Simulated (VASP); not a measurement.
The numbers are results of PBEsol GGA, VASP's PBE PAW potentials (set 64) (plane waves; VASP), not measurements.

The input files of a VASP run:

KPOINTS:
```
K-points
0
gamma
  6 6 6
```

**INCAR**
```
# general
SYSTEM  = HgBr
PREC    = Accurate
ENCUT   = 400
LREAL   = .FALSE.
LASPH   = .TRUE.

# electronic loop
EDIFF   = 1E-6
NELM    = 100
ALGO    = Normal
LMAXMIX = 6

# smearing
ISMEAR  = 0
SIGMA   = 0.05

# functional
GGA     = PS

# ions
IBRION  = 2
NSW     = 60
ISIF    = 3
EDIFFG  = -0.02

# output
LWAVE   = .FALSE.
LCHARG  = .FALSE.
```

**POSCAR**
```
HgBr
1.0
 -2.3003993501   2.3003993501   5.6137898026
  2.3003993501  -2.3003993501   5.6137898026
  2.3003993501   2.3003993501  -5.6137898026
Hg Br
2 2
Cartesian
  0.0000000000  -0.0000000000   9.9312011763
  0.0000000000  -0.0000000000   1.2963784289
  2.3003993501   2.3003993501   1.7414091556
  0.0000000000  -0.0000000000   3.8723806470
```

POTCAR, in this order: Hg Br (PBE.64 set). Program: vasp_std.

Without a dispersion term in the relaxation, distances and binding between the weakly bound layers, chains or molecules are unreliable, and so is what depends on them.

Q: Predict the energy per atom (σ→0).

A: 
| Item | Result |
|---|---|
| energy per atom (σ→0) | -1.597 eV/atom |

### OSZICAR
```
...
DAV:   7    -0.639428132473E+01    0.23525E-01   -0.58565E-01  1492   0.465E+00    0.303E+00
DAV:   8    -0.639010549773E+01    0.41758E-02   -0.10526E-01  1542   0.336E+00    0.459E-01
DAV:   9    -0.638750111455E+01    0.26044E-02   -0.15660E-02  1664   0.144E+00    0.132E-01
DAV:  10    -0.638756356700E+01   -0.62452E-04   -0.11734E-03  1548   0.265E-01    0.657E-02
DAV:  11    -0.638757916937E+01   -0.15602E-04   -0.23511E-04  1649   0.135E-01    0.434E-02
DAV:  12    -0.638757619244E+01    0.29769E-05   -0.51326E-05  1632   0.523E-02    0.936E-03
DAV:  13    -0.638757625733E+01   -0.64890E-07   -0.32415E-06  1316   0.112E-02
   1 F= -.63875763E+01 E0= -.63875763E+01  d E =-.638758E+01
```

The structure comes from a computed database's HgBr entry (I4/mmm); how it stands against other phases isn't given here. It was relaxed first, which changed the volume by -6 %. The start is the result of an earlier pass.
